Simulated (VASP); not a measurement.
Level of theory: PBE GGA, VASP's PBE PAW potentials (set 64) (plane waves; VASP).

The input files of a VASP run:

File POSCAR:
```
Ge
1
    0.0000000000     2.8290000000     2.8290000000
    2.8290000000     0.0000000000     2.8290000000
    2.8290000000     2.8290000000     0.0000000000
Ge
2
Direct
  0.0000000000   0.0000000000   0.0000000000
  0.2500000000   0.2500000000   0.2500000000
```

INCAR:
```
SYSTEM = Ge
PREC = Normal; ENCUT = 500; LREAL = .FALSE.
LASPH = .TRUE.
EDIFF = 1E-8; NELM = 100; ALGO = Normal
ISMEAR = 0; SIGMA = 0.01
GGA = PE
LWAVE = .TRUE.; LCHARG = .FALSE.
```

### KPOINTS
```
Automatic mesh
0
Gamma
4 4 4
0 0 0
```

POTCAR, in this order: Ge_d_GW (PBE.64 set). Program: vasp_std.

Output

File OUTCAR:
```
 ion  position               nearest neighbor table
   1  0.000  0.000  0.000-   2 2.45   2 2.45   2 2.45   2 2.45
   2  0.250  0.250  0.250-   1 2.45   1 2.45   1 2.45   1 2.45
  LATTYP: Found a face centered cubic cell.
 ALAT       =     5.6580000000
 Subroutine PRICEL returns:
 Original cell was already a primitive cell.
 Subroutine GETGRP returns: Found 48 space group operations
The static configuration has the point symmetry T_d .
 The point group associated with its full space group is O_h .
The dynamic configuration has the point symmetry T_d .
 Subroutine INISYM returns: Found 48 space group operations
 Subroutine IBZKPT returns following result:
 Found      8 irreducible k-points:

 Following reciprocal coordinates:
            Coordinates               Weight
  0.000000  0.000000  0.000000      1.000000
  0.250000  0.000000  0.000000      8.000000
  0.500000  0.000000  0.000000      4.000000
  0.250000  0.250000  0.000000      6.000000
  0.500000  0.250000  0.000000     24.000000
 -0.250000  0.250000  0.000000     12.000000
  0.500000  0.500000  0.000000      3.000000
 -0.250000  0.500000  0.250000      6.000000
...
```

OSZICAR:
```
       N       E                     dE             d eps       ncg     rms          rms(c)
DAV:   1     0.210332553203E+03    0.21033E+03   -0.16386E+04   288   0.520E+03
DAV:   2     0.306459526295E+02   -0.17969E+03   -0.17763E+03   288   0.660E+02
DAV:   3    -0.266250200727E+01   -0.33308E+02   -0.33102E+02   310   0.204E+02
DAV:   4    -0.879126805838E+01   -0.61288E+01   -0.61247E+01   562   0.105E+02
DAV:   5    -0.883371672270E+01   -0.42449E-01   -0.42446E-01   358   0.746E+00    0.459E+00
DAV:   6    -0.876543259130E+01    0.68284E-01   -0.53164E-02   448   0.415E+00    0.265E+00
DAV:   7    -0.872993020054E+01    0.35502E-01   -0.61887E-02   398   0.347E+00    0.143E-01
DAV:   8    -0.873181952380E+01   -0.18893E-02   -0.44439E-03   426   0.123E+00    0.697E-02
DAV:   9    -0.873251654444E+01   -0.69702E-03   -0.72207E-04   342   0.278E-01    0.242E-02
DAV:  10    -0.873254732604E+01   -0.30782E-04   -0.55541E-05   438   0.733E-02    0.590E-03
DAV:  11    -0.873255126666E+01   -0.39406E-05   -0.61298E-06   386   0.193E-02    0.227E-03
DAV:  12    -0.873255111319E+01    0.15347E-06   -0.28524E-07   394   0.116E-02    0.370E-04
DAV:  13    -0.873255112825E+01   -0.15055E-07   -0.18115E-08   234   0.128E-03    0.964E-05
DAV:  14    -0.873255111204E+01    0.16204E-07   -0.26639E-09   196   0.845E-04    0.230E-05
DAV:  15    -0.873255111474E+01   -0.27012E-08   -0.42618E-10   160   0.411E-04
   1 F= -.87325511E+01 E0= -.87325396E+01  d E =-.231226E-04
```

**OUTCAR**
```
------------------------ aborting loop because EDIFF is reached ----------------------------------------
  FORCE on cell =-STRESS in cart. coord.  units (eV):
  Direction    XX          YY          ZZ          XY          YZ          ZX
  --------------------------------------------------------------------------------------
  Total        0.8318750      0.8318750      0.8318750     -0.0000000      0.0000000     -0.0000000
  in kB       29.4333600     29.4333600     29.4333600     -0.0000000      0.0000000     -0.0000000
  external PRESSURE =      29.4333600 kB  Pullay stress =       0.0000000 kB
  volume of cell :       45.28
      direct lattice vectors                 reciprocal lattice vectors
     0.000000000  2.829000000  2.829000000    -0.176740898  0.176740898  0.176740898
     2.829000000  0.000000000  2.829000000     0.176740898 -0.176740898  0.176740898
     2.829000000  2.829000000  0.000000000     0.176740898  0.176740898 -0.176740898
 POSITION                                       TOTAL-FORCE (eV/Angst)
 -----------------------------------------------------------------------------------
      0.00000      0.00000      0.00000        -0.000000     -0.000000     -0.000000
      1.41450      1.41450      1.41450         0.000000      0.000000      0.000000
 -----------------------------------------------------------------------------------
    total drift:                               -0.000000      0.000000      0.000000
  FREE ENERGIE OF THE ION-ELECTRON SYSTEM (eV)
  ---------------------------------------------------
  free  energy   TOTEN  =        -8.7325511147 eV

  energy  without entropy=       -8.7325279921  energy(sigma->0) =       -8.73253955
```
(Selected blocks of OUTCAR.)

### OUTCAR
```
 val. band max:        2.9671419445   @ k =   0.0000   0.0000   0.0000

 cond. band min:       2.9991450563   @ k =   0.0000   0.0000   0.0000


 Fermi energy:         2.9846302048

 k-point     1 :       0.0000    0.0000    0.0000
  band No.  band energies     occupation
      1     -21.8791      2.00000
      2     -21.8791      2.00000
      3     -21.8791      2.00000
      4     -21.8427      2.00000
      5     -21.8427      2.00000
      6     -21.6325      2.00000
      7     -21.6325      2.00000
      8     -21.6325      2.00000
      9     -21.6205      2.00000
     10     -21.6205      2.00000
     11      -9.8108      2.00000
     12       2.9671      1.98664
     13       2.9671      1.98664
     14       2.9671      1.98661
     15       2.9991      0.04010
     16       5.5049      0.00000
     17       5.5049      0.00000
     18       5.5049      0.00000

 k-point     2 :       0.2500    0.0000    0.0000
  band No.  band energies     occupation
      1     -21.8972      2.00000
      2     -21.8972      2.00000
      3     -21.8700      2.00000
      4     -21.8149      2.00000
      5     -21.8149      2.00000
      6     -21.6589      2.00000
      7     -21.6589      2.00000
      8     -21.6428      2.00000
      9     -21.5993      2.00000
     10     -21.5993      2.00000
     11      -9.0692      2.00000
     12      -1.7566      2.00000
     13       2.0785      2.00000
     14       2.0785      2.00000
     15       3.6344      0.00000
     16       6.5882      0.00000
     17       6.5882      0.00000
     18       8.6068      0.00000

 k-point     3 :       0.5000    0.0000    0.0000
  band No.  band energies     occupation
      1     -21.9033      2.00000
      2     -21.9033      2.00000
      3     -21.8614      2.00000
      4     -21.8017      2.00000
      5     -21.8017      2.00000
      6     -21.6678      2.00000
      7     -21.6678      2.00000
      8     -21.6537      2.00000
      9     -21.5923      2.00000
...
```

The compound is Ge in the diamond structure. The cell was not relaxed at this level. The k-mesh is coarse (spacing up to 0.48 per Å, 2π included), so the numbers may not be converged in it.
